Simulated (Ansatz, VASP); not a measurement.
# Cross-check of C41N16 (random packing of C72N28) between VASP and Ansatz, part 2 of 2

Wanted: the spread between two codes on one cell, functional and k mesh. The cell is taken from a series of runs on this material, whose earlier steps may have relaxed, scaled, displaced or heated it; both programs get it as it stands.

VASP 6.6.1 and Ansatz 0.2.0.

So far. Step 2 (VASP: single point, PBE): The run ends at a pressure of -26.78 GPa, with forces up to 7.2 eV/Å.

## Step 3: Ansatz: single point, PBE

Level of this step: Ansatz beside VASP: Kohn-Sham DFT, plane waves, PBE (Ansatz).

Ansatz runs on its default PAW (the set named soft_2) files.

The same cell, functional, mesh and smearing now go to Ansatz, which takes its cutoff from its data sets.

input.yaml reads:

```yaml
crystal:
  lattice:
    - [7.976, 0.0, 0.0]
    - [0.0, 7.976, 0.0]
    - [0.0, 0.0, 7.976]
  atoms:
    - { symbol: C, position: [0.00597, 0.48401, 0.83761] }
    - { symbol: C, position: [0.03952, 0.55713, 0.56904] }
    - { symbol: C, position: [0.05075, 0.76972, 0.79905] }
    - { symbol: C, position: [0.39534, 0.92633, 0.34114] }
    - { symbol: C, position: [0.7672, 0.6528, 0.98245] }
    - { symbol: C, position: [0.48592, 0.629, 0.68293] }
    - { symbol: C, position: [0.92975, 0.42733, 0.40598] }
    - { symbol: C, position: [0.57031, 0.25726, 0.21933] }
    - { symbol: C, position: [0.65972, 0.50303, 0.8549] }
    - { symbol: C, position: [0.53328, 0.43183, 0.60217] }
    - { symbol: C, position: [0.60335, 0.931, 0.79962] }
    - { symbol: C, position: [0.41561, 0.02347, 0.85269] }
    - { symbol: C, position: [0.17799, 0.74598, 0.39732] }
    - { symbol: C, position: [0.94264, 0.84054, 0.50712] }
    - { symbol: C, position: [0.33544, 0.34414, 0.92591] }
    - { symbol: C, position: [0.47703, 0.72881, 0.8722] }
    - { symbol: C, position: [0.35897, 0.58317, 0.47169] }
    - { symbol: C, position: [0.97279, 0.13377, 0.69179] }
    - { symbol: C, position: [0.28314, 0.618, 0.76553] }
    - { symbol: C, position: [0.88845, 0.44348, 0.01552] }
    - { symbol: C, position: [0.56032, 0.51569, 0.4091] }
    - { symbol: C, position: [0.89713, 0.16892, 0.48357] }
    - { symbol: C, position: [0.06686, 0.54878, 0.19756] }
    - { symbol: C, position: [0.65028, 0.11986, 0.3748] }
    - { symbol: C, position: [0.72425, 0.9096, 0.09561] }
    - { symbol: C, position: [0.27648, 0.40991, 0.70498] }
    - { symbol: C, position: [0.00184, 0.10682, 0.95371] }
    - { symbol: C, position: [0.27729, 0.57015, 0.1611] }
    - { symbol: C, position: [0.07934, 0.34865, 0.03976] }
    - { symbol: C, position: [0.17817, 0.10737, 0.82796] }
    - { symbol: C, position: [0.80503, 0.57418, 0.58918] }
    - { symbol: C, position: [0.55947, 0.78419, 0.21719] }
    - { symbol: C, position: [0.28341, 0.83779, 0.66812] }
    - { symbol: C, position: [0.03415, 0.12622, 0.28858] }
    - { symbol: C, position: [0.66446, 0.57388, 0.20531] }
    - { symbol: C, position: [0.80342, 0.00912, 0.66652] }
    - { symbol: C, position: [0.54912, 0.89248, 0.5861] }
    - { symbol: C, position: [0.57312, 0.24164, 0.7056] }
    - { symbol: C, position: [0.75244, 0.30615, 0.60934] }
    - { symbol: C, position: [0.98003, 0.6562, 5.0e-05] }
    - { symbol: C, position: [0.48978, 0.63071, 0.07615] }
    - { symbol: "N", position: [0.846, 0.75906, 0.20466] }
    - { symbol: "N", position: [0.75658, 0.3903, 0.25857] }
    - { symbol: "N", position: [0.10543, 0.30856, 0.78468] }
    - { symbol: "N", position: [0.31123, 0.16108, 0.23978] }
    - { symbol: "N", position: [0.26746, 0.36654, 0.21703] }
    - { symbol: "N", position: [0.06656, 0.89363, 0.14947] }
    - { symbol: "N", position: [0.72172, 0.69154, 0.4153] }
    - { symbol: "N", position: [0.16732, 0.3382, 0.43173] }
    - { symbol: "N", position: [0.17072, 0.73263, 0.04418] }
    - { symbol: "N", position: [0.79731, 0.21338, 0.91737] }
    - { symbol: "N", position: [0.12591, 0.98736, 0.41218] }
    - { symbol: "N", position: [0.31382, 0.0428, 0.04336] }
    - { symbol: "N", position: [0.69254, 0.74638, 0.77199] }
    - { symbol: "N", position: [0.4286, 0.19422, 0.48694] }
    - { symbol: "N", position: [0.83253, 0.97627, 0.29252] }
    - { symbol: "N", position: [0.56642, 0.25409, 0.00952] }
kpoints:
  mp_grid: { grid: [1, 1, 1] }
hamiltonian:
  xc: pbe
scf:
  occupations: { method: fermi_dirac, width: 0.05 }
output:
  forces: true
  eigenvalues: true
  populations: true
  stress: true
```

Command:

```console
$ ansatz run input.yaml --threads 4 --pin off --max-ram 8192MiB --backend cpu --events-out ev --progress --plain --runs-dir out
```

Numbers of over 12 decimals in the logs are rounded to 6 here.

Log:

```text
Engine: ansatz 0.2.0, aarch64-unknown-linux-gnu
Pseudopotentials: kind: paw
Pseudopotential: C, paw, valence charge 4, recommended cutoff 420 eV (normal), C.paw.azcp
Pseudopotential: N, paw, valence charge 5, recommended cutoff 420 eV (normal), N.paw.azcp
Functional definition: PBE
  parameter kappa = 0.804
  parameter beta = 0.066725
  exchange = pbe_x(kappa = kappa, mu = beta*pi^2/3)
  correlation = pbe_c(beta = beta)
Crystal: 57 atoms, lattice volume = 507.406 Å³
Basis set: ecut = 420 eV, 9843 PW (Γ), exchange–correlation on 108×108×108 points (8 copies of the dense FFT grid, shifted against one another)
Bands: 179, of which v1, the nominal top of the filled ones, is band 122 counted from 1 (121 counted from 0)
Symmetry: 1 space group operations
Space group: P1 (ITA 1), of the structure as read, at distance tolerance 8.0e-5 Å
k-points: 1
Non-local potential: C, projectors of the file, l = 0: 2, l = 1: 2, l = 2: 1
Non-local potential: N, projectors of the file, l = 0: 2, l = 1: 2, l = 2: 1
PAW form: soft (Blöchl's): semilocal exchange-correlation on the pseudo side does not see the compensation charge
PAW one-centre angular grid: C, 110 points (default); XC on 64 Gauss nodes
PAW one-centre angular grid: N, 110 points (default); XC on 64 Gauss nodes
Initial density: superposition of atomic densities (neutral atoms: chi_scale 0, normalization atom), corrected by the library's trained network
Initial wavefunctions: pseudopotential atomic-orbital guess
Functional: x = pbe(κ = 0.804, μ = 0.219515), c = pbe(β = 0.066725)
SCF iter   1: F=—  HF=-16221.644448 eV  |F-HF|=—  |Δ(HF+E_count)|=         —  Δρ=1.98e-2  dr2=2.70e0  ethr=1.77e-3  ⟨swp⟩=4.0  Hψ=592  notcnv=0  defer=11
preconditioner: auto → Kerker (q_TF=auto, 2.415 Å⁻¹)  [metal: Δε(μ)=0.051 eV  Ē_g=9.416 eV  σ=0.050 eV  W_gap=0.25  n_scr=122 (ndim 8)  ℏωp=25.7 eV  f_vac=0.001  D(μ)=28.15/eV (n_scr^D=256)]
SCF iter   2: F=—  HF=-16221.398343 eV  |F-HF|=—  |Δ(HF+E_count)|=   2.46e-1  Δρ=9.72e-3  dr2=7.20e-1  ethr=1.11e-3  ⟨swp⟩=1.0  Hψ=206  notcnv=0  defer=28
SCF iter   3: F=—  HF=-16221.312170 eV  |F-HF|=—  |Δ(HF+E_count)|=   8.62e-2  Δρ=1.47e-3  dr2=1.09e-2  ethr=2.95e-4  ⟨swp⟩=3.0  Hψ=253  notcnv=0  defer=30
SCF iter   4: F=—  HF=-16221.311553 eV  |F-HF|=—  |Δ(HF+E_count)|=   6.17e-4  Δρ=3.94e-4  dr2=1.78e-3  ethr=4.45e-6  ⟨swp⟩=2.0  Hψ=265  notcnv=0  defer=30
SCF iter   5: F=—  HF=-16221.311542 eV  |F-HF|=—  |Δ(HF+E_count)|=   1.10e-5  Δρ=1.18e-4  dr2=1.43e-4  ethr=7.28e-7  ⟨swp⟩=2.0  Hψ=226  notcnv=0  defer=30
SCF iter   6: F=—  HF=-16221.311601 eV  |F-HF|=—  |Δ(HF+E_count)|=   5.94e-5  Δρ=4.01e-5  dr2=1.60e-5  ethr=5.86e-8  ⟨swp⟩=3.0  Hψ=304  notcnv=0  defer=30
SCF iter   7: F=—  HF=-16221.312814 eV  |F-HF|=—  |Δ(HF+E_count)|=   1.21e-3  Δρ=1.35e-5  dr2=1.72e-6  ethr=6.55e-9  ⟨swp⟩=2.0  Hψ=235  notcnv=0  defer=30
SCF iter   8: F=—  HF=-16221.312814 eV  |F-HF|=—  |Δ(HF+E_count)|=   3.73e-7  Δρ=4.70e-6  dr2=2.28e-7  ethr=7.06e-10  ⟨swp⟩=2.0  Hψ=237  notcnv=0  defer=30
SCF iter   9: F=-16221.312814 eV  HF=-16221.312814 eV  |F-HF|=2.27e-9  |Δ(HF+E_count)|=   4.38e-8  Δρ=1.60e-6  dr2=2.05e-8  ethr=4.10e-11  ⟨swp⟩=11.0  Hψ=672  notcnv=0
SCF 1 converged in 9 iterations: F = -16221.312814 eV  dr2 = 2.05e-8
  greatest PAW one-centre occupation: 0.869 electrons in one spin orbital (limit 2), on the N atom at site 41 (counted from 0), in its partial waves of l = 0
SCF converged after 9 iterations
Free energy (F): -16221.312814 eV
Harris-Foulkes:  -16221.312814 eV  (|F-HF|=2.27e-9)
Internal energy: -16221.053379 eV  (E = F + TS)
E sigma→0 (E₀):  -16221.183096 eV
Entropy (-TS):   -0.259435 eV (-4.551 meV/atom)
Fermi energy:    6.844739 eV
--- Per-component energies (eV) ---
  E_band       = -75.760370
  E_kinetic    = 5101.720741
  E_local      = -6357.226899  (includes V_loc(G=0)·N_el)
  E_nonlocal   = 1880.543737
  E_hartree    = 1605.552960
  E_xc         = -2776.702249
  E_vxc        = -3457.985094  (∫ρ·V_xc dr)
  E_paw        = -6002.625345  (= ΣΔE_a)
  E_vpaw       = -453.920717  (= ΣTr[D̂ρ^β])
  E_aug_tail   = 0.001320  (compensation charges beyond the density's cutoff)
  E_ewald      = -9672.317645
  E_smearing   = -0.259435  (= −TS)
  E_closure    = -0.000000  (closes the sum)
  Σ components = -16221.312814   (vs F -16221.312814, Δ=0.00e0)
--- Forces (eV/Å), atoms counted from 1 ---
  atom   1  C     -0.52765115    -2.45846903     2.08686760
  atom   2  C     -3.21019379     0.21202874    -0.10900241
  atom   3  C      1.21055811    -0.84497108     0.76315528
  atom   4  C      1.50374486    -1.36342010     0.12064635
  atom   5  C      1.66129699    -2.27174259    -0.35523942
  atom   6  C     -2.33598122    -1.39303002    -0.07069882
  atom   7  C      1.37012978    -0.47126929    -0.54761221
  atom   8  C      2.40698443    -2.26066701    -1.62391130
  atom   9  C      1.36995504     0.96484674     1.75641105
  atom  10  C     -0.07995826     1.38324469    -0.50093503
  atom  11  C      0.22649755    -1.44128203    -3.87655053
  atom  12  C     -0.50180325    -0.69551778     3.67298777
  atom  13  C      1.26390903    -0.10204158     1.19678424
  atom  14  C      0.51460719     1.97167561    -0.21894437
  atom  15  C      0.49440607     0.52774450    -1.23504212
  atom  16  C      0.39316031    -1.94226500    -0.00962404
  atom  17  C      2.21408712     0.12230937    -1.65608387
  atom  18  C     -3.31283058    -1.83035544    -1.98591972
  atom  19  C      2.05990834    -1.01081085    -2.83948619
  atom  20  C      3.35099911    -2.06922458    -3.04208815
  atom  21  C     -2.92896206     1.86471638     2.39781131
  atom  22  C     -1.23976300     2.49060255     3.57667637
  atom  23  C      1.51524176    -0.15141324    -0.77316999
  atom  24  C     -2.19799929     1.66016238    -2.05595418
[...]
atom  50  N     -3.27753856     1.71044055    -0.01853706
  atom  51  N      1.76870532    -0.05600396     0.28987316
  atom  52  N     -2.67683311     0.27684251    -0.70626043
  atom  53  N      1.16587383    -0.02632408    -2.30342241
  atom  54  N     -1.69620054     2.56137787     2.42960638
  atom  55  N      3.54959777    -1.05707449     0.38324470
  atom  56  N     -1.38898326     0.15131710    -2.20559537
  atom  57  N      0.16016879     0.96657139     4.03207919
  max |Σ_I F_I| component: 3.48e-5 eV/Å
--- Stress (GPa, compression-positive) ---
      -29.030004       2.616439       2.590868
        2.616440     -25.986285       6.970468
        2.590868       6.970469     -24.818202
  P = ⅓ Tr σ = -26.6115 GPa (-266.115 kbar)
--- Band table (eV) ---
  k-point 0: bands = [... 118 lower, 6.6151, 6.6793, 6.7495, 6.8303, 6.8728, 6.9098, 7.0279, 7.1935, ... 53 higher]
--- Löwdin populations: 57 sites ---
  site symbol       q [e]
     0      C      3.9327
     1      C      4.0208
     2      C      3.9623
     3      C      3.9244
     4      C      3.9457
     5      C      3.9286
     6      C      3.8927
     7      C      3.8588
     8      C      3.9637
     9      C      3.8936
    10      C      3.8802
    11      C      3.8767
    12      C      3.9731
    13      C      3.9447
    14      C      3.9806
    15      C      3.9185
    16      C      3.9481
    17      C      3.9310
    18      C      3.9757
    19      C      3.9032
    20      C      3.9527
    21      C      3.9519
    22      C      3.9404
    23      C      3.9153
[...]
49      N      5.0574
    50      N      5.1567
    51      N      5.0697
    52      N      5.1295
    53      N      5.0753
    54      N      5.1496
    55      N      5.0849
    56      N      5.1443
  spilling = 0.004799 (of n_electrons = 244.000000)
```

Reading the cycles: dr2 is the Hartree energy of the density residual (eV), the measure of convergence; HF is the Harris–Foulkes estimate of the energy, which meets the free energy F at convergence.

The run ends at a pressure of -26.61 GPa, with forces up to 7.3 eV/Å.

## Step 4: Side by side

Known differences besides the potentials themselves: the cutoff is 420 eV in Ansatz and 600 eV in VASP (PREC = Accurate, projectors in real space). Total energies have different zeros and are not compared.

The two programs side by side:

```tsv
quantity	Ansatz	VASP	difference
pressure (GPa)	-26.61	-26.78	+0.17
```

Forces on 9 of the 57 atoms, those with the largest forces and the largest differences (eV/Å; atoms numbered as in POSCAR):

```tsv
atom	Ansatz x, y, z	VASP x, y, z
C20	3.351, -2.069, -3.042	3.336, -2.075, -3.034
C22	-1.240, 2.491, 3.577	-1.239, 2.490, 3.572
C25	0.059, -3.381, 5.453	0.052, -3.366, 5.432
C26	-1.171, 1.162, 4.662	-1.176, 1.157, 4.651
C34	-0.382, -3.582, 3.887	-0.381, -3.570, 3.871
C38	1.503, 4.200, -5.730	1.498, 4.193, -5.718
N42	0.490, 3.544, -1.570	0.498, 3.520, -1.568
N48	-0.774, -3.000, 3.908	-0.770, -2.984, 3.902
N54	-1.696, 2.561, 2.430	-1.675, 2.554, 2.420
```

The forces differ by 7.6 meV/Å r.m.s., which is 0.4 % of the r.m.s. force of 1.970 eV/Å (both taken over all components).

## Step 5: What came out

```yaml
r_m_s_force_difference_single_point_pbe: 0.39 % of the r.m.s. force
```

What this shows: The r.m.s. force difference is 0.39 % of the r.m.s. force (single point, PBE), within the 3 % picked in this series as the mark of a large difference. Such differences can come from data sets, numerical settings and the points named under the comparisons, not from the functional's error against experiment.

[Lines on the potential files, build, host, timing and source positions are cut from VASP's logs without a mark.]

[Logs are printed without paths, hosts, clocks, repeated set-up lines and the standing remarks that a program may print on its own settings, such as how far it seeks lower states.]

[Hosts, paths, dates, database ids (printed as entryN), source tags and the programs' standing remarks are cut or masked in the printed files.]
